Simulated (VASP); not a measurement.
Output of a VASP run:

OSZICAR:
```
       N       E                     dE             d eps       ncg     rms          rms(c)
DAV:   1     0.304131415206E+02    0.30413E+02   -0.50217E+03  1528   0.121E+03
DAV:   2    -0.134059296240E+02   -0.43819E+02   -0.42212E+02  1514   0.176E+02
DAV:   3    -0.145372315188E+02   -0.11313E+01   -0.11097E+01  1886   0.391E+01
DAV:   4    -0.145556858676E+02   -0.18454E-01   -0.18439E-01  1948   0.432E+00
DAV:   5    -0.145560699165E+02   -0.38405E-03   -0.38403E-03  1856   0.547E-01    0.143E+01
DAV:   6    -0.161453912034E+02   -0.15893E+01   -0.69963E+01  1708   0.134E+02    0.167E+01
DAV:   7    -0.126269531283E+02    0.35184E+01   -0.33108E+01  1664   0.824E+01    0.251E+00
DAV:   8    -0.125911802860E+02    0.35773E-01   -0.21047E-01  1705   0.593E+00    0.138E+00
DAV:   9    -0.125768446106E+02    0.14336E-01   -0.39783E-02  1831   0.303E+00    0.322E-01
DAV:  10    -0.125765110142E+02    0.33360E-03   -0.90629E-04  1985   0.439E-01    0.164E-01
DAV:  11    -0.125764948603E+02    0.16154E-04   -0.21357E-05  1656   0.434E-02    0.127E-02
DAV:  12    -0.125764943762E+02    0.48414E-06   -0.54205E-06  1482   0.344E-02
   1 F= -.11174408E+02 E0= -.11174165E+02  d E =-.111744E+02
```

File OUTCAR:
```
------------------------ aborting loop because EDIFF is reached ----------------------------------------
  FORCE on cell =-STRESS in cart. coord.  units (eV):
  Direction    XX          YY          ZZ          XY          YZ          ZX
  --------------------------------------------------------------------------------------
  Total        1.4103031      1.4103031      1.4103031      0.0000000     -0.0000000     -0.0000000
  in kB      100.5860028    100.5860028    100.5860028      0.0000000     -0.0000000     -0.0000000
  external PRESSURE =       0.5860028 kB  Pullay stress =     100.0000000 kB
  volume of cell :       22.46
      direct lattice vectors                 reciprocal lattice vectors
     2.821598161  0.000000000  0.000000000     0.354409077  0.000000000  0.000000000
     0.000000000  2.821598161  0.000000000     0.000000000  0.354409077  0.000000000
     0.000000000  0.000000000  2.821598161     0.000000000  0.000000000  0.354409077
 POSITION                                       TOTAL-FORCE (eV/Angst)
 -----------------------------------------------------------------------------------
      1.41080      1.41080      1.41080         0.000000      0.000000      0.000000
      0.00000      0.00000      0.00000         0.000000      0.000000      0.000000
 -----------------------------------------------------------------------------------
    total drift:                                0.000000      0.000000      0.000000
  FREE ENERGIE OF THE ION-ELECTRON SYSTEM (eV)
  ---------------------------------------------------
  free  energy   TOTEN  =       -12.5764943762 eV

  energy  without entropy=      -12.5757677440  energy(sigma->0) =      -12.57625217
  enthalpy is  TOTEN    =       -11.1744075505 eV   P V=        1.4020868257

 reached required accuracy - stopping structural energy minimisation
```
(Selected blocks of OUTCAR.)

### POSCAR
```
FeAl
1
    2.8215981614     0.0000000000    -0.0000000000
    0.0000000000     2.8215981614    -0.0000000000
   -0.0000000000     0.0000000000     2.8215981614
Al Fe
1 1
Direct
  0.5000000000   0.5000000000   0.5000000000
  0.0000000000   0.0000000000   0.0000000000
```

Write an INCAR and KPOINTS that could have produced this output.

This is not unique; one that fits is the input of the run itself, PBE GGA, plane waves, VASP's PBE PAW potentials (set 64).

KPOINTS:
```
Automatic mesh
0
Gamma
13 13 13
0 0 0
```

### INCAR
```
SYSTEM = FeAl
PREC = Accurate
ENCUT = 500
EDIFF = 1E-6
NELM = 100
ALGO = Normal
LREAL = .FALSE.
LASPH = .TRUE.
ISMEAR = 1
SIGMA = 0.1
GGA = PE
LMAXMIX = 4
LWAVE = .FALSE.
LCHARG = .FALSE.
IBRION = 2
ISIF = 3
NSW = 40
EDIFFG = -0.02
PSTRESS = 100
```

POTCAR, in this order: Al Fe (PBE.64 set). Program: vasp_std.

The compound is FeAl in the CsCl type structure. It was relaxed first under an external pressure of 10 GPa. The run is not spin-polarised, so no magnetic state was tried. The electron count is odd and the run is not spin-polarised, which forces a metal.
